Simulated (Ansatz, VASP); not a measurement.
# LuPd: VASP beside Ansatz, part 2 of 2

Aim: how closely do two programs agree when they are given the same cell, functional and k mesh? The cell is taken from a series of runs on this material, whose earlier steps may have relaxed, scaled, displaced or heated it; both programs get it as it stands.

VASP 6.6.1 and Ansatz 0.2.0.

So far: Set-up; Ansatz: zone-centre phonons, PBEsol.

### 3. VASP: zone-centre phonons, PBEsol

Level of this step: PBEsol, 4f electrons in the core; plane waves and PAW (Lu_3, Pd) (VASP).

The same cell, functional, mesh and smearing now go to VASP, with its own data sets.

Lines of VASP's logs that name or quote its potential files are left out, and so is its time.

File INCAR:

```
SYSTEM = LuPd
PREC = Accurate
ENCUT = 500
EDIFF = 1E-08
NELM = 120
ISMEAR = -1
SIGMA = 0.1
LREAL = .FALSE.
ALGO = Normal
GGA = PS
NBANDS = 15
LASPH = .TRUE.
LORBIT = 11
LWAVE = .FALSE.
LCHARG = .FALSE.
ISIF = 2
IBRION = 8
GGA_COMPAT = .FALSE.
KPAR = 2
```

File POSCAR:

```
LuPd
1.0
    3.3919594764      0.0000000000      0.0000000000
    0.0000000000      3.3919594764      0.0000000000
    0.0000000000      0.0000000000      3.3919594764
Lu Pd
1 1
Direct
    0.0000000000      0.0000000000      0.0000000000
    0.5000000000      0.5000000000      0.5000000000
```

File KPOINTS:

```
Automatic mesh
0
Gamma
16 16 16
0 0 0
```

Potentials, in the order of the species: Lu_3 and Pd (PBE family, release 64).

Run with:

```console
$ mpirun -np 2 vasp_std
```

Numbers of over 12 decimals in the logs are rounded to 6 here.

The program printed:

```text
[banner, memory and clock lines left out]
running    2 mpi-ranks, on    1 nodes
 distrk:  each k-point on    1 cores,    2 groups
 distr:  one band on    1 cores,    1 groups

 POSCAR found type information on POSCAR LuPd
 POSCAR found :  2 types and       2 ions
|                                                                             |
|               ----> ADVICE to this user running VASP <----                  |
|                                                                             |
|     You enforced a specific xc type in the INCAR file but a different       |
|     [... a line on the potential file left out ...]
|     I HOPE YOU KNOW WHAT YOU ARE DOING!                                     |
|                                                                             |

 LDA part: xc-table for (Slater+PW92), standard interpolation
 POSCAR, INCAR and KPOINTS ok, starting setup
 FFT: planning ... GRIDC
 FFT: planning ... GRID_SOFT
 FFT: planning ... GRID
 WAVECAR not read
 entering main loop
       N       E                     dE             d eps       ncg     rms          rms(c)
DAV:   1     0.649961723712E+02    0.64996E+02   -0.86761E+03  7450   0.136E+03
DAV:   2    -0.117668312933E+02   -0.76763E+02   -0.72504E+02  8062   0.482E+02
DAV:   3    -0.132026732860E+02   -0.14358E+01   -0.14288E+01  7068   0.530E+01
DAV:   4    -0.132161276610E+02   -0.13454E-01   -0.13448E-01  6409   0.293E+00
DAV:   5    -0.132167359416E+02   -0.60828E-03   -0.60827E-03  7848   0.675E-01    0.285E+01
DAV:   6    -0.129510244799E+02    0.26571E+00   -0.26316E+00  7681   0.159E+01    0.127E+01
DAV:   7    -0.129195519089E+02    0.31473E-01   -0.16307E+00  8170   0.152E+01    0.979E+00
DAV:   8    -0.127697905341E+02    0.14976E+00   -0.28721E+00  7145   0.551E+00    0.775E-01
DAV:   9    -0.127698254314E+02   -0.34897E-04   -0.64780E-03  7881   0.732E-01    0.496E-01
DAV:  10    -0.127696403089E+02    0.18512E-03   -0.88479E-04  7849   0.349E-01    0.450E-02
DAV:  11    -0.127696417005E+02   -0.13916E-05   -0.10346E-05  7536   0.358E-02    0.213E-02
DAV:  12    -0.127696411872E+02    0.51331E-06   -0.17215E-06  7876   0.254E-02    0.391E-03
DAV:  13    -0.127696412369E+02   -0.49708E-07   -0.35506E-08  5731   0.154E-03    0.481E-04
DAV:  14    -0.127696412352E+02    0.17087E-08   -0.18567E-09  3133   0.112E-03
   1 F= -.12769641E+02 E0= -.12751106E+02  d E =-.370700E-01
 Linear response reoptimize wavefunctions to high precision
DAV:   1    -0.147908942283E+02   -0.20213E+01   -0.20213E+01  3939   0.408E-04
DAV:   2    -0.127696412323E+02    0.20213E+01   -0.69686E+00  2840   0.739E-01
DAV:   3    -0.127696412323E+02   -0.12506E-10   -0.16192E-10  2825   0.247E-04
 Linear response DOF=           2
 Linear response progress:
  Degree of freedom:   1/  2
       N       E                     dE             d eps       ncg     rms          rms(c)
RMM:   1    -0.252892838126E+00   -0.25289E+00   -0.31083E+02 12302   0.101E+03
RMM:   2    -0.100997653565E+00    0.15190E+00   -0.24075E-01 30546   0.380E+00    0.197E-01
RMM:   3    -0.101905026380E+00   -0.90737E-03   -0.47340E-03 25557   0.845E-01    0.668E-02
RMM:   4    -0.101931289591E+00   -0.26263E-04   -0.94193E-04 29768   0.202E-01    0.160E-02
RMM:   5    -0.101927127104E+00    0.41625E-05   -0.74567E-05 30352   0.475E-02    0.630E-03
RMM:   6    -0.101919938239E+00    0.71889E-05   -0.11794E-05 29285   0.179E-02    0.160E-03
RMM:   7    -0.101917085124E+00    0.28531E-05   -0.26418E-06 30084   0.560E-03    0.611E-04
RMM:   8    -0.101916252890E+00    0.83223E-06   -0.89403E-07 30511   0.181E-03    0.338E-04
RMM:   9    -0.101915396649E+00    0.85624E-06   -0.29569E-07 28956   0.139E-03    0.880E-05
RMM:  10    -0.101915377970E+00    0.18679E-07   -0.12932E-07 30036   0.562E-04    0.243E-05
RMM:  11    -0.101915399809E+00   -0.21839E-07   -0.53847E-08 30404   0.303E-04    0.120E-05
RMM:  12    -0.101915445743E+00   -0.45934E-07   -0.28879E-08 30596   0.221E-04    0.424E-06
RMM:  13    -0.101915441531E+00    0.42119E-08   -0.26934E-08 31283   0.187E-04    0.214E-06
 first order change of Fermi-energy  -0.55474E-03
 force on displaced ion       1 direction 1 :  -2.975  -0.000   0.000
 Linear response progress:
  Degree of freedom:   2/  2
       N       E                     dE             d eps       ncg     rms          rms(c)
RMM:   1    -0.251263188339E+00   -0.25126E+00   -0.23800E-01 27205   0.116E+01
RMM:   2    -0.255673130106E+00   -0.44099E-02   -0.19490E-02 24979   0.941E-01    0.165E-01
RMM:   3    -0.255944347740E+00   -0.27122E-03   -0.77211E-04 23592   0.265E-01    0.927E-02
RMM:   4    -0.256411849442E+00   -0.46750E-03   -0.31340E-04 25054   0.154E-01    0.906E-03
RMM:   5    -0.256385241701E+00    0.26608E-04   -0.13583E-05 25401   0.465E-02    0.630E-03
RMM:   6    -0.256325840897E+00    0.59401E-04   -0.27337E-06 24254   0.246E-02    0.210E-03
RMM:   7    -0.256308945528E+00    0.16895E-04   -0.59709E-07 25508   0.711E-03    0.787E-04
RMM:   8    -0.256303106638E+00    0.58389E-05   -0.31067E-07 24514   0.376E-03    0.398E-04
RMM:   9    -0.256295011527E+00    0.80951E-05   -0.23640E-07 25934   0.117E-03    0.784E-05
RMM:  10    -0.256293976032E+00    0.10355E-05   -0.23195E-07 26428   0.595E-04    0.242E-05
RMM:  11    -0.256294136893E+00   -0.16086E-06   -0.23700E-07 25651   0.431E-04    0.132E-05
RMM:  12    -0.256294242768E+00   -0.10588E-06   -0.22721E-07 26114   0.367E-04    0.382E-06
RMM:  13    -0.256294285148E+00   -0.42380E-07   -0.20939E-07 29245   0.343E-04    0.125E-06
RMM:  14    -0.256294288911E+00   -0.37624E-08   -0.18825E-07 29927   0.325E-04    0.703E-07
RMM:  15    -0.256294287934E+00    0.97632E-09   -0.20436E-07 25876   0.326E-04    0.509E-07
RMM:  16    -0.256294286816E+00    0.11180E-08   -0.19263E-07 22854   0.326E-04    0.381E-07
RMM:  17    -0.256294286861E+00   -0.44758E-10   -0.20562E-07 21913   0.323E-04    0.355E-07
RMM:  18    -0.256294285613E+00    0.12477E-08   -0.20536E-07 22587   0.326E-04    0.105E-07
RMM:  19    -0.256294284193E+00    0.14203E-08   -0.21013E-07 22035   0.324E-04    0.107E-07
RMM:  20    -0.256294284223E+00   -0.29795E-10   -0.21690E-07 21686   0.325E-04    0.715E-08
 first order change of Fermi-energy   0.82079E-03
 force on displaced ion       2 direction 1 :  -2.988  -0.000  -0.000
 Linear response finished
```

Parts of OUTCAR (step 3):

```text
ion  position               nearest neighbor table
   1  0.000  0.000  0.000-   2 2.94   2 2.94   2 2.94   2 2.94   2 2.94   2 2.94   2 2.94   2 2.94

  LATTYP: Found a simple cubic cell.
 ALAT       =     3.3919594764

 Subroutine GETGRP returns: Found 48 space group operations
 (whereof 48 operations were pure point group operations)

The static configuration has the point symmetry O_h .

 Found    165 irreducible k-points:

   k-points           NKPTS =    165   k-points in BZ     NKDIM =    165   number of bands    NBANDS=     15

   dimension x,y,z NGX =    28 NGY =   28 NGZ =   28
   dimension x,y,z NGXF=    56 NGYF=   56 NGZF=   56

   ENCUT  =  500.0 eV  36.75 Ry    6.06 a.u.   6.18  6.18  6.18*2*pi/ulx,y,z

   NELECT =      19.0000    total number of electrons

 k-points in reciprocal lattice and weights: Automatic mesh
   0.00000000  0.00000000  0.00000000       0.000
   0.06250000  0.00000000  0.00000000       0.001
   0.12500000  0.00000000  0.00000000       0.001
   0.18750000  0.00000000  0.00000000       0.001
   0.25000000  0.00000000  0.00000000       0.001
   0.31250000  0.00000000  0.00000000       0.001
   0.37500000  0.00000000  0.00000000       0.001
   0.43750000  0.00000000  0.00000000       0.001
   0.50000000  0.00000000  0.00000000       0.001
[...]
0.50000000  0.50000000  0.43750000       0.001
   0.50000000  0.50000000  0.50000000       0.000

 average (electrostatic) potential at core
       1 -28.8429       2 -74.5963

  Total       -0.2511403     -0.2511403     -0.2511403      0.0000000      0.0000000     -0.0000000
  in kB      -10.3103887    -10.3103887    -10.3103887      0.0000000      0.0000000     -0.0000000
  external PRESSURE =     -10.3103887 kB  Pullay stress =       0.0000000 kB

  energy-cutoff  :      500.00
  volume of cell :       39.03
      direct lattice vectors                 reciprocal lattice vectors
     3.391959476  0.000000000  0.000000000     0.294814843  0.000000000  0.000000000
     0.000000000  3.391959476  0.000000000     0.000000000  0.294814843  0.000000000
     0.000000000  0.000000000  3.391959476     0.000000000  0.000000000  0.294814843

 POSITION                                       TOTAL-FORCE (eV/Angst)
 -----------------------------------------------------------------------------------
      0.00000      0.00000      0.00000         0.000000      0.000000      0.000000
      1.69598      1.69598      1.69598         0.000000      0.000000      0.000000
 -----------------------------------------------------------------------------------
    total drift:                                0.000000      0.000000      0.000000

 Eigenvectors and eigenvalues of the dynamical matrix
 ----------------------------------------------------

   1 f  =    3.319340 THz    20.856026 2PiTHz  110.721253 cm-1    13.727680 meV
             X         Y         Z           dx          dy          dz
      0.000000  0.000000  0.000000     0.004563    0.000293    0.614135
      1.695980  1.695980  1.695980    -0.005864   -0.000376   -0.789166

   2 f  =    3.319340 THz    20.856026 2PiTHz  110.721253 cm-1    13.727680 meV
             X         Y         Z           dx          dy          dz
      0.000000  0.000000  0.000000     0.039299   -0.612893    0.000000
      1.695980  1.695980  1.695980    -0.050500    0.787571   -0.000000

   3 f  =    3.319340 THz    20.856026 2PiTHz  110.721253 cm-1    13.727680 meV
             X         Y         Z           dx          dy          dz
      0.000000  0.000000  0.000000     0.612876    0.039298   -0.004572
      1.695980  1.695980  1.695980    -0.787549   -0.050499    0.005876

   4 f/i=    0.003477 THz     0.021845 2PiTHz    0.115969 cm-1     0.014378 meV
             X         Y         Z           dx          dy          dz
      0.000000  0.000000  0.000000     0.733887   -0.284162    0.058984
      1.695980  1.695980  1.695980     0.571116   -0.221137    0.045902

   5 f/i=    0.003477 THz     0.021845 2PiTHz    0.115969 cm-1     0.014378 meV
             X         Y         Z           dx          dy          dz
      0.000000  0.000000  0.000000     0.210591    0.411045   -0.639930
      1.695980  1.695980  1.695980     0.163883    0.319879   -0.497998

   6 f/i=    0.003477 THz     0.021845 2PiTHz    0.115969 cm-1     0.014378 meV
             X         Y         Z           dx          dy          dz
      0.000000  0.000000  0.000000    -0.199698   -0.610828   -0.458069
      1.695980  1.695980  1.695980    -0.155406   -0.475351   -0.356473

 ELASTIC MODULI CONTR FROM IONIC RELAXATION (kBar)
 Direction    XX          YY          ZZ          XY          YZ          ZX
 --------------------------------------------------------------------------------
 XX           0.0000      0.0000      0.0000      0.0000      0.0000      0.0000
 YY           0.0000      0.0000      0.0000      0.0000      0.0000      0.0000
 ZZ           0.0000      0.0000      0.0000      0.0000      0.0000      0.0000
 XY           0.0000      0.0000      0.0000      0.0000      0.0000      0.0000
 YZ           0.0000      0.0000      0.0000      0.0000      0.0000      0.0000
 ZX           0.0000      0.0000      0.0000      0.0000      0.0000      0.0000
 --------------------------------------------------------------------------------
```

The data set Lu_3 holds the 4f electrons frozen in the core, so no f bands or f moments appear. This run has no spin polarisation. Its electron count is odd, so without a moment it is a metal by construction. The PAW data sets were made with PBE, which is usual practice but a small mismatch for other functionals.

### 4. Differences

Known differences besides the potentials themselves: the data sets hold 43 valence electrons in Ansatz (on its PAW soft_1 files) and 19 in VASP; the cutoff is 420 eV in Ansatz and 500 eV in VASP; Ansatz makes its cores anew for this functional, VASP keeps those of its PBE data sets. Total energies have different zeros and are not compared.

Compared:

```csv
quantity,Ansatz,VASP,difference
optical mode 1 to 3 (cm⁻¹),114.8,110.7,+3.71 %
```

Modes are paired by rising frequency, not by their patterns, so a pair may set unlike modes beside each other; they are those without the splitting of longitudinal modes.

### 5. Results

* r.m.s. difference of the optical zone-centre modes, each program's sorted by frequency (zone-centre phonons, PBEsol): 4.1 cm⁻¹
* difference in optical mode 1 to 3 (zone-centre phonons, PBEsol): +3.7 %

The r.m.s. difference of the optical zone-centre modes, each program's sorted by frequency is 4.1 cm⁻¹ (zone-centre phonons, PBEsol). The data sets hold unlike numbers of valence electrons (43 in Ansatz and 19 in VASP), so part of the differences comes from the potentials. Among the rows given in per cent, the largest difference of the zone-centre phonons, PBEsol pair is in optical mode 1 to 3, +3.7 %. How closely two codes agree says nothing of how well the functional describes the real material.

[Lines on the potential files, build, host, timing and source positions are cut from VASP's logs without a mark.]

[Logs are printed without paths, hosts, clocks, repeated set-up lines and the standing remarks that a program may print on its own settings, such as how far it seeks lower states.]

[Hosts, paths, dates, database ids (printed as entryN), source tags and the programs' standing remarks are cut or masked in the printed files.]
